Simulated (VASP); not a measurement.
Here is a VASP 6.6.1 calculation.

The input INCAR:

```
SYSTEM = Cd4TeO3
PREC = Normal
ENCUT = 520
EDIFF = 1E-4
ISMEAR = 0
SIGMA = 0.15
LREAL = .False.
LASPH = .True.
NELM = 60
ALGO = Fast
ISIF = 3
LWAVE = .False.
LCHARG = .False.
GGA = PE
IBRION = 2
NSW = 24
EDIFFG = -0.08
```

Contents of KPOINTS:

```
regular mesh
0
Gamma
  3 3 3
  0 0 0
```

The input POSCAR:

```
Cd4TeO3
1.0
    6.3908860400      0.0000000000      0.0000000000
   -3.1954430200      5.5346696600      0.0000000000
    0.0000000000      0.0000000000      5.4795525300
Cd Te O
4 1 3
Direct
    0.3333333300      0.6666666700      0.5000000000
    0.6666666700      0.3333333300      0.5000000000
    0.3333333300      0.6666666700      0.0000000000
    0.6666666700      0.3333333300      0.0000000000
    0.0000000000      0.0000000000      0.5000000000
    0.5000000000      0.0000000000      0.5000000000
    0.0000000000      0.5000000000      0.5000000000
    0.5000000000      0.5000000000      0.5000000000
```

Potentials or basis: VASP PAW PBE potentials, release 64 (Cd, Te, O).

The run is started by

```sh
$ cat potpaw_PBE.64/Cd/POTCAR potpaw_PBE.64/Te/POTCAR potpaw_PBE.64/O/POTCAR > POTCAR
$ mpirun -np 1 vasp_std > vasp.out
```

Problem. Predict the band gap on the k mesh.

Solution. None (metal or under the smearing width).

Problem. What does it give for the space group after relaxing (to 0.05 Å)?

Solution. P6/mmm (No. 191).

Problem. What does it give for the relaxed volume?

Solution. 31.38 Å³/atom.

Problem. Estimate the relaxed cell.

Solution. a = 7.086 Å, b = 7.086 Å, c = 5.772 Å, α = 90.00°, β = 90.00°, γ = 120.00°.

Final structure:
```cif
data_structure
_symmetry_space_group_name_H-M 'P 1'
_symmetry_Int_Tables_number 1
_cell_length_a 7.0865
_cell_length_b 7.0865
_cell_length_c 5.7718
_cell_angle_alpha 90.000
_cell_angle_beta 90.000
_cell_angle_gamma 120.000
_cell_volume 251.02
loop_
_atom_site_label
_atom_site_type_symbol
_atom_site_fract_x
_atom_site_fract_y
_atom_site_fract_z
_atom_site_occupancy
Cd1 Cd 0.33333 0.66667 0.50000 1
Cd2 Cd 0.66667 0.33333 0.50000 1
Cd3 Cd 0.33333 0.66667 0.00000 1
Cd4 Cd 0.66667 0.33333 0.00000 1
Te1 Te 0.00000 0.00000 0.50000 1
O1 O 0.50000 0.00000 0.50000 1
O2 O 0.00000 0.50000 0.50000 1
O3 O 0.50000 0.50000 0.50000 1
```

Caveat: the k mesh is coarse (spacing up to 0.38 Å⁻¹), so the values aren't converged; the volume moved by over 15 % at a fixed basis, so the end points are rough. The run has no spin-orbit coupling, so splittings on Te are missing.
